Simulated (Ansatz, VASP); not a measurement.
# Two plane-wave programs on Mg3SeS2

```
CELL_PARAMETERS angstrom
6.28146 0.00000 0.00000
-3.14073 5.43990 0.00000
0.00000 0.00000 3.56636
ATOMIC_POSITIONS crystal
Mg 0.50000 0.00000 0.50000
Mg 0.00000 0.50000 0.50000
Mg 0.50000 0.50000 0.50000
Se 0.00000 0.00000 0.50000
S 0.33333 0.66667 0.00000
S 0.66667 0.33333 0.00000
```

Alike in both runs: functional PBE; k mesh 3 × 3 × 6; occupations gaussian, width 0.1 eV; no spin polarisation.

Ansatz relaxed the structure, and its values are those at the end. VASP's run is a single point on that final structure, the one shown.

```csv
,VASP,Ansatz
version,VASP 6.6.1,Ansatz 0.2.0
potentials or method,"VASP PAW PBE potentials, release 64 (Mg, Se, S)","scalar-relativistic, plane waves, PAW"
plane-wave cutoff (eV),520,420
valence electrons in the cell,24,58
```

VASP gave:

* gap on the k mesh at the Fermi level (eV): none
* pressure (GPa): -0.3

Question: What did Ansatz give for the same quantities?

Answer: gap on the k mesh at the Fermi level (eV): none; pressure (GPa): -0.1.

A gap of «none» marks a metal or a gap that the smearing closes. The two sets of potentials don't hold the same shells in valence.

Caveats: the k mesh is coarse (spacing up to 0.39 Å⁻¹), so the values aren't converged.
